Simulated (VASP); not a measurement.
VASP ran on this input.

**POSCAR**
```
ZnSiP2
1.0
 -2.6241768415   2.6241768415   5.1015865555
  2.6241768415  -2.6241768415   5.1015865555
  2.6241768415   2.6241768415  -5.1015865555
Zn Si P
2 2 4
Cart
  0.0000000000   0.0000000000   0.0000000000
  0.0000000000   2.6241768415   2.5507932777
  0.0000000000   0.0000000000   5.1015865555
  2.6241768415   0.0000000000   2.5507932777
  1.2340218836   1.3120884208   6.3769831944
  1.3120884208  -1.2340218836   3.8261899166
  1.3901549579   1.3120884208   1.2753966389
  1.3120884208   3.8581987251  -1.2753966389
```

KPOINTS:
```
Automatic mesh
0
Gamma
6 6 6
0 0 0
```

### INCAR
```
ENCUT = 500
LCHARG = .FALSE.
IBRION = 2
GGA = PE
SYSTEM = ZnSiP2
LWAVE = .FALSE.
NELM = 100
EDIFF = 1E-6   ! SCF stop (eV)
ISIF = 3
SIGMA = 0.05   ! width (eV)
ISMEAR = 0
LREAL = .FALSE.   ! projection in real space or not
EDIFFG = -0.02   ! ionic stop
LMAXMIX = 4
ALGO = Normal   ! blocked Davidson
PREC = Accurate
LASPH = .TRUE.   ! aspherical one-centre terms
NSW = 40   ! most ionic steps
PSTRESS = 100   ! kbar
```

POTCAR, in this order: Zn Si P (PBE.64 set). Program: vasp_std.

**Question.** Write an equivalent input for Quantum ESPRESSO's pw.x.

**Answer.** One equivalent input (not run):
```
&CONTROL
  calculation = 'vc-relax'
  pseudo_dir = './pseudo'
  outdir = './out'
  tprnfor = .true.
  tstress = .true.
  nstep = 40
  forc_conv_thr = 0.00078
/
&SYSTEM
  ibrav = 0
  nat = 8
  ntyp = 3
  ecutwfc = 84
  occupations = 'smearing'
  smearing = 'gaussian'
  degauss = 0.003675
  input_dft = 'pbe'
/
&ELECTRONS
  conv_thr = 7.3e-08
  electron_maxstep = 100
/
&IONS
/
&CELL
  press = 100
/
ATOMIC_SPECIES
  Zn 65.380 Zn.upf
  Si 28.085 Si.upf
  P 30.974 P.upf
CELL_PARAMETERS angstrom
    -2.6241768    2.6241768    5.1015866
     2.6241768   -2.6241768    5.1015866
     2.6241768    2.6241768   -5.1015866
ATOMIC_POSITIONS crystal
  Zn   0.0000000  0.0000000  0.0000000
  Zn   0.7500000  0.2500000  0.5000000
  Si   0.5000000  0.5000000  0.0000000
  Si   0.2500000  0.7500000  0.5000000
  P    0.8750000  0.8601255  0.4851255
  P    0.1398745  0.6250000  0.0148745
  P    0.3750000  0.3898745  0.5148745
  P    0.6101255  0.1250000  0.9851255
K_POINTS automatic
  6 6 6 0 0 0
```
Limits of the translation: the potentials are each code's own (VASP's PAW set, PseudoDojo norm-conserving files in pw.x), so ENCUT and ecutwfc are chosen apart and not converted; conv_thr bounds pw.x's estimated SCF error, while EDIFF bounds the energy change between steps; forc_conv_thr acts on force components and is met together with etot_conv_thr.

The compound is ZnSiP2 in the chalcopyrite structure. It was relaxed first under an external pressure of 10 GPa.
